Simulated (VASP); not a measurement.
Given:

```yaml
crystal:
  lattice:
    - [0.00000, 2.13416, 2.13416]
    - [2.13416, 0.00000, 2.13416]
    - [2.13416, 2.13416, 0.00000]
  atoms:
    - { symbol: Ti, position: [0.00000, 0.00000, 0.00000] }
    - { symbol: N, position: [0.50000, 0.50000, 0.50000] }
```

All values below come from revPBE GGA, VASP's PBE PAW potentials (set 64) (plane waves; VASP 6.6.1). Settings: 520 eV cut-off, Gaussian smearing of 0.050 eV, potentials Ti_sv N.

Problem. Predict the band gap (along the path) with the smallest direct gap where there is one.

Solution. 
```
Property                                                      Value
-------------------------  ----------------------------------------
band gap (along the path)  none (metal, semimetal or under 0.01 eV)
```

The absolute energy has meaning only against runs of the same code, potentials and settings.

The compound is TiN in the rock salt structure. It was relaxed first. The electron count is odd and the run is not spin-polarised, which forces a metal.
